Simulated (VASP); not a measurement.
Here is the system:

```
CELL_PARAMETERS angstrom
     -1.62993     1.62993     1.62993
      1.62993    -1.62993     1.62993
      1.62993     1.62993    -1.62993
ATOMIC_POSITIONS crystal
  Ta 0.00000 0.00000 0.00000
```

Method: LDA (Ceperley-Alder, Perdew-Zunger), VASP's LDA PAW potentials (set 64) (plane waves; VASP 6.6.1). Settings: 400 eV cut-off, 14×14×14 Γ-centred mesh, first-order Methfessel-Paxton smearing of 0.10 eV, potentials Ta_pv.

Unless said otherwise, spin-orbit coupling is left out, though it shifts the bands of the heavy elements here.

### Question
Estimate the energy per atom (σ→0), band gap (on the k-mesh) with the smallest direct gap where there is one.

### Answer

```
Item                                                        Result
------------------------  ----------------------------------------
band gap (on the k-mesh)  none (metal, semimetal or under 0.01 eV)
energy per atom (σ→0)                              -12.831 eV/atom
```

Only differences to runs with the same potentials and settings are physical.

The compound is Ta in the bcc structure. It was relaxed first. The start is the result of an earlier pass.
